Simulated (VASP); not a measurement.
The system is TiMoSe3.

```xyz
10
Lattice="3.3000 1.9053 5.9000 -3.3000 1.9053 5.9000 0.0000 -3.8105 5.9000" Properties=species:S:1:pos:R:3 pbc="T T T"
Ti    0.0000    0.0000   11.4165
Ti    0.0000    0.0000    6.2835
Mo    0.0000    0.0000    2.5842
Mo    0.0000    0.0000   15.1158
Se    1.1220    2.1301    7.4635
Se    1.2837   -2.0367    7.4635
Se   -2.4057   -0.0934    7.4635
Se   -1.1220   -2.1301   10.2365
Se   -1.2837    2.0367   10.2365
Se    2.4057    0.0934   10.2365
```

The cell was built by a generator and needn't be a form met in nature.

```yaml
Program: VASP 6.6.1
Task: relaxation of cell and atoms
Functional: PBE
Potentials_or_basis: VASP PAW PBE potentials, release 64 (Ti_sv, Mo_sv, Se)
Cutoff: 520 eV
k_mesh: 3 × 3 × 3
Occupations: gaussian, width 0.15 eV
Spin: no spin polarisation
```

At the start: pressure -2.1 GPa; volume 22.26 Å³/atom.

Q: How do energy, volume and symmetry change on relaxing?

A: Over 17 steps the energy falls by 294.3 meV/atom and the volume is 20.28 Å³/atom (-8.9 %); space group R-3 (No. 148, to 0.05 Å).

The path:
| step | energy change (eV) | largest force (eV/Å) | pressure (GPa) | volume (Å³) |
| --- | --- | --- | --- | --- |
| 1 | 0.0000 | 1.6528 | -2.10 | 222.57 |
| 2 | -0.9067 | 0.9832 | -0.29 | 213.29 |
| 3 | -0.9680 | 1.6373 | 6.76 | 198.46 |
| 4 | -1.1885 | 0.9795 | 2.44 | 205.80 |
| 5 | -1.6753 | 1.0294 | -1.96 | 212.91 |
| 6 | -1.7860 | 1.1709 | -4.97 | 218.59 |
| 7 | -2.0123 | 1.0957 | -4.69 | 216.83 |
| 8 | -2.4119 | 1.1351 | -3.27 | 211.59 |
| 9 | -2.4247 | 1.2347 | -2.77 | 210.09 |
| 10 | -2.6618 | 0.9239 | -0.75 | 205.57 |
| 11 | -2.7912 | 0.6179 | 2.91 | 198.98 |
| 12 | -2.9058 | 0.2604 | 1.11 | 201.64 |
| 13 | -2.9205 | 0.2341 | 0.34 | 202.96 |
| 14 | -2.9208 | 0.2385 | 0.38 | 203.05 |
| 15 | -2.9319 | 0.1145 | -0.32 | 203.72 |
| 16 | -2.9345 | 0.0616 | -0.70 | 204.17 |
| 17 | -2.9430 | 0.0622 | -0.23 | 202.82 |

Final structure:
```xyz
10
Lattice="3.1738 1.8324 5.8128 -3.1738 1.8324 5.8128 0.0000 -3.6647 5.8128" Properties=species:S:1:pos:R:3 pbc="T T T"
Ti    0.0000    0.0000   11.6993
Ti    0.0000    0.0000    5.7391
Mo    0.0000    0.0000    2.9655
Mo    0.0000    0.0000   14.4728
Se    1.0638    1.7693    7.2752
Se    1.0003   -1.8060    7.2752
Se   -2.0642    0.0367    7.2752
Se   -1.0638   -1.7693   10.1631
Se   -1.0003    1.8060   10.1631
Se    2.0642   -0.0367   10.1631
```

Caveat: the k mesh is coarse (spacing up to 0.39 Å⁻¹), so the values aren't converged; the relaxation stopped at a loose force limit of 0.08 eV/Å, so its end isn't a converged minimum.
